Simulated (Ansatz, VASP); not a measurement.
## AlC: VASP beside Ansatz

```
Al C
1.0
     2.69149    0.00000    0.00000
     0.00000    2.69149    0.00000
     0.00000    0.00000    2.69149
Al C
1 1
Direct
  0.50000 0.50000 0.50000
  0.00000 0.00000 0.00000
```

Change from the starting cell: species swapped into the TlHg type (Pm-3m, No. 221).

Alike in both runs: functional PBE; k mesh 6 × 6 × 6; occupations gaussian, width 0.1 eV; no spin polarisation.

Ansatz relaxed the structure, and its values are those at the end. VASP's run is a single point on that final structure, the one shown.

```csv
,VASP,Ansatz
version,VASP 6.6.1,Ansatz 0.2.0
potentials or method,"VASP PAW PBE potentials, release 64 (Al, C)","scalar-relativistic, plane waves, PAW"
plane-wave cutoff (eV),520,420
valence electrons in the cell,7,7
```

```csv
,VASP,Ansatz,Ansatz less VASP
gap on the k mesh at the Fermi level (eV),none,none,-
pressure (GPa),0.0,0.0,+0.01
```

A gap of «none» marks a metal or a gap that the smearing closes. The functional is the same, so the differences come from potentials, cutoffs and numerics.

Caveats: the k mesh is coarse (spacing up to 0.39 Å⁻¹), so the values aren't converged.
